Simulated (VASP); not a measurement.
Given:

```cif
data_Li8O4
_chemical_formula_sum 'Li8 O4'
_space_group_name_H-M_alt 'Fm-3m'
_space_group_IT_number 225
_space_group_name_Hall '-F 4 2 3'
_cell_length_a 4.55189
_cell_length_b 4.55189
_cell_length_c 4.55189
_cell_angle_alpha 90.000
_cell_angle_beta 90.000
_cell_angle_gamma 90.000
loop_
_atom_site_label
_atom_site_type_symbol
_atom_site_symmetry_multiplicity
_atom_site_Wyckoff_symbol
_atom_site_fract_x
_atom_site_fract_y
_atom_site_fract_z
_atom_site_occupancy
Li1 Li 8 c 0.25000 0.25000 0.25000 1
O1 O 4 a 0.00000 0.00000 0.00000 1
```
(The calculation used a cell of 3 atoms; values per cell refer to that cell.)

The numbers are results of PBE GGA with D3 dispersion (zero damping), VASP's PBE PAW potentials (set 64) (plane waves; VASP), not measurements. Run with 520 eV cut-off, 8×8×8 Γ-centred mesh, Gaussian smearing of 0.050 eV, potentials Li_sv O.

Q: Give the energy at these volumes per atom, relative to the lowest: 7.39, 7.62, 7.86, 8.10, 8.33 Å³.

A: 8.7, 2.1, 0.0, 1.9, 7.1 meV/atom. A third-order Birch-Murnaghan fit gives B0 = 88.5 GPa and B0′ = 4.0.

The compound is Li2O in the antifluorite structure. It was relaxed first.
